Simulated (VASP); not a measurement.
Here is the system:

```cif
data_AlRu
_chemical_formula_sum 'Al1 Ru1'
_space_group_name_H-M_alt 'Pm-3m'
_space_group_IT_number 221
_space_group_name_Hall '-P 4 2 3'
_cell_length_a 2.98157
_cell_length_b 2.98157
_cell_length_c 2.98157
_cell_angle_alpha 90.000
_cell_angle_beta 90.000
_cell_angle_gamma 90.000
loop_
_atom_site_label
_atom_site_type_symbol
_atom_site_symmetry_multiplicity
_atom_site_Wyckoff_symbol
_atom_site_fract_x
_atom_site_fract_y
_atom_site_fract_z
_atom_site_occupancy
Al1 Al 1 b 0.50000 0.50000 0.50000 1
Ru1 Ru 1 a 0.00000 0.00000 0.00000 1
```

Method: revTPSS meta-GGA, VASP's PBE PAW potentials (set 64) (plane waves; VASP). Run with 520 eV cut-off, 12×12×12 Γ-centred mesh, first-order Methfessel-Paxton smearing of 0.10 eV, potentials Al Ru_pv.

**Question.** Give the energy at these volumes per atom, relative to the lowest: 12.46, 12.86, 13.26, 13.66, 14.05 Å³.

**Answer.** 36.2, 8.4, 0.0, 8.0, 30.1 meV/atom. A third-order Birch-Murnaghan fit gives B0 = 221 GPa and B0′ = 4.4.

The compound is RuAl in the CsCl type structure. It was relaxed first.
